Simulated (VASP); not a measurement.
A run of VASP 6.6.1 is set up as follows.

Contents of INCAR:

```
SYSTEM = CdS
PREC     = Accurate       ! precision mode
ENCUT    = 520            ! plane-wave cutoff, eV
EDIFF    = 1E-7           ! SCF threshold, eV
ISMEAR   = 0              ! smearing method
SIGMA    = 0.02           ! smearing width, eV
LREAL    = .FALSE.        ! projectors in reciprocal space
LASPH    = .TRUE.         ! aspherical terms in the spheres
NELM     = 100            ! most SCF steps
ALGO     = Normal         ! electronic algorithm
ISIF     = 3              ! what is computed and relaxed
LWAVE    = .FALSE.        ! write WAVECAR
LCHARG   = .FALSE.        ! write CHGCAR
GGA      = PE             ! functional
IBRION   = 2              ! ionic algorithm
NSW      = 80             ! ionic steps
EDIFFG   = -0.002         ! ionic threshold
KPAR     = 4
```

Contents of KPOINTS:

```
Automatic mesh
0
G
  10 10 10
  0 0 0
```

POSCAR

```
CdS
1.0
    0.0000000000      2.9165000000      2.9165000000
    2.9165000000      0.0000000000      2.9165000000
    2.9165000000      2.9165000000      0.0000000000
Cd S
1 1
Direct
    0.0000000000      0.0000000000      0.0000000000
    0.2500000000      0.2500000000      0.2500000000
```

Potentials or basis: VASP PAW PBE potentials, release 64 (Cd, S).

Launch:

```bash
$ cat potpaw_PBE.64/Cd/POTCAR potpaw_PBE.64/S/POTCAR > POTCAR
$ mpirun -np 4 vasp_std > vasp.out
```

(1) Estimate the band gap on the k mesh.

(2) What does it give for the relaxed volume?

(3) What does it give for the space group after relaxing (to 0.05 Å)?

## Answers

(1) 1.03 eV, direct.

(2) 26.16 Å³/atom.

(3) F-43m (No. 216).
